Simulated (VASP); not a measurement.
An input for Quantum ESPRESSO's pw.x (written as the equivalent of a VASP run, and not itself run):

```
&CONTROL
  calculation = 'scf'
  pseudo_dir = './pseudo'
  outdir = './out'
  tprnfor = .true.
  tstress = .true.
/
&SYSTEM
  ibrav = 0
  nat = 3
  ntyp = 2
  ecutwfc = 96
  occupations = 'tetrahedra'
  input_dft = 'vdw-df-ob86'
/
&ELECTRONS
  conv_thr = 7.3e-09
  electron_maxstep = 100
/
ATOMIC_SPECIES
  Co 58.933 Co.upf
  Si 28.085 Si.upf
CELL_PARAMETERS angstrom
    -0.0000000    2.6734043    2.6734043
     2.6734043   -0.0000000    2.6734043
     2.6734043    2.6734043   -0.0000000
ATOMIC_POSITIONS crystal
  Co   0.0000000  0.0000000  0.0000000
  Si   0.2500000  0.2500000  0.2500000
  Si   0.7500000  0.7500000  0.7500000
K_POINTS automatic
  11 11 11 0 0 0
```

Q: Write the VASP files for the same calculation (optB86b-vdW).

A: This is not unique; one that fits is 
**INCAR**
```
AGGAC = 0.0
ALGO = Normal
EDIFF = 1E-7
ENCUT = 520
GGA = MK
ISIF = 2
ISMEAR = -5
LASPH = .TRUE.
LCHARG = .TRUE.
LEFG = .TRUE.
LMAXMIX = 4
LORBIT = 11
LREAL = .FALSE.
LUSE_VDW = .TRUE.
LWAVE = .FALSE.
NEDOS = 601
NELM = 100
PARAM1 = 0.1234
PARAM2 = 1.0
PREC = Accurate
SYSTEM = CoSi2
```

POSCAR:
```
CoSi2
1
   -0.0000000000     2.6734043079     2.6734043079
    2.6734043079    -0.0000000000     2.6734043079
    2.6734043079     2.6734043079    -0.0000000000
Co Si
1 2
Direct
  0.0000000000   0.0000000000   0.0000000000
  0.2500000000   0.2500000000   0.2500000000
  0.7500000000   0.7500000000   0.7500000000
```

KPOINTS:
```
Automatic mesh
0
Gamma
11 11 11
0 0 0
```

POTCAR, in this order: Co Si (PBE.64 set). Program: vasp_std.

The two are equivalent in intent, not identical: the potentials are each code's own (VASP's PAW set, PseudoDojo norm-conserving files in pw.x), so ENCUT and ecutwfc are chosen apart and not converted; conv_thr bounds pw.x's estimated SCF error, while EDIFF bounds the energy change between steps; the field gradients of LEFG aren't asked of the other code.

The compound is CoSi2 in the fluorite structure. It was relaxed first.
